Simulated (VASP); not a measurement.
Runs of VASP 6.6.1 on InAs. It takes space group F-43m (No. 216, cubic). Conventional cell: a = 6.036 Å, b = 6.036 Å, c = 6.036 Å, α = 90.00°, β = 90.00°, γ = 90.00°. Around In (site symmetry -43m) lie 4 As at 2.61 Å. As (site symmetry -43m) is surrounded by 4 In at 2.61 Å. 

```csv
level,potentials or basis,spin,k mesh,cutoff (eV),grid for exact exchange (PRECFOCK),screening parameter,mesh quality,gap on the mesh (eV),pressure (GPa)
PBEsol,"VASP PAW PBE potentials, release 64 (In_d, As)",off,9 × 9 × 9,520,-,-,not flagged,none,1.6
PBE,"VASP PAW PBE potentials, release 64 (In_d, As)",off,9 × 9 × 9,520,-,-,not flagged,none,4.4
HSE06,"VASP PAW PBE potentials, release 64 (In_d, As)",off,5 × 5 × 5,520,Fast,0.2 1/A,not flagged,(a),2.0
r2SCAN,"VASP PAW PBE potentials, release 64 (In_d, As)",off,9 × 9 × 9,520,-,-,not flagged,0.28,2.3
LDA,"VASP PAW LDA potentials, release 64 (In_d, As)",off,4 × 4 × 4,300,-,-,coarse,none,0.2
PBEsol,"VASP PAW PBE potentials, release 64 (In_d, As)",off,9 × 9 × 9,250,-,-,not flagged,none,-
LDA,"VASP PAW LDA potentials, release 64 (In_d, As)",off,9 × 9 × 9,520,-,-,not flagged,none,(b)
PBEsol,"VASP PAW PBE potentials, release 64 (In_d, As)","SOC, no magnetisation",9 × 9 × 9,520,-,-,not flagged,-,1.6
```

Alike in all rows: task single point; cell as given; smearing fermi-dirac 0.05 eV.

Problem. Fill in the values left out.

Solution. (a) 0.60; (b) -0.1.

Caveats: some runs use coarse meshes; the PAW data sets were made with another functional, which shifts forces and pressure a little (some runs); this crystal is a semiconductor, whose small gap the functional closes, so the metal is an error of the method (some runs); spin-orbit coupling is left out, which moves the levels of the heavy elements (some runs); the cutoff is under 1.25 times the usual one of these potentials, so pressure, stress and relaxed cells hold a basis-set (Pulay) error (some runs).

A k mesh can miss the band edges, and rows without SOC leave out spin-orbit coupling on As, In.

A gap of «none» marks a metal or a gap under the smearing width.
